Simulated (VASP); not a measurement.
Here is the system:

```
Be
1.0
    1.13651    -1.96849     0.00000
    1.13651     1.96849     0.00000
    0.00000     0.00000     3.55267
Be
2
Direct
  0.33333   0.66667   0.25000
  0.66667   0.33333   0.75000
```

Level of theory: optB88-vdW, VASP's PBE PAW potentials (set 64) (plane waves; VASP). Settings: 520 eV cut-off, Gaussian smearing of 0.050 eV, potentials Be.

**Question.** Give the energies of bands 1 to 4 at the high-symmetry points, in eV from the Fermi level.

**Answer.** 
```json
[
 {"band": "1", "Γ": "-11.22", "M": "-4.90", "K": "-2.35", "A": "-9.05", "L": "-3.56", "H": "-1.16"},
 {"band": "2", "Γ": "-4.29", "M": "-3.13", "K": "-1.03", "A": "-9.05", "L": "-3.56", "H": "-1.16"},
 {"band": "3", "Γ": "1.31", "M": "3.64", "K": "-1.03", "A": "10.92", "L": "1.62", "H": "0.49"},
 {"band": "4", "Γ": "15.68", "M": "6.59", "K": "6.67", "A": "10.92", "L": "1.62", "H": "0.49"}
]
```

It has no gap at this level: it comes out as a metal or semimetal.

The compound is Be in the hcp structure. It was relaxed first.
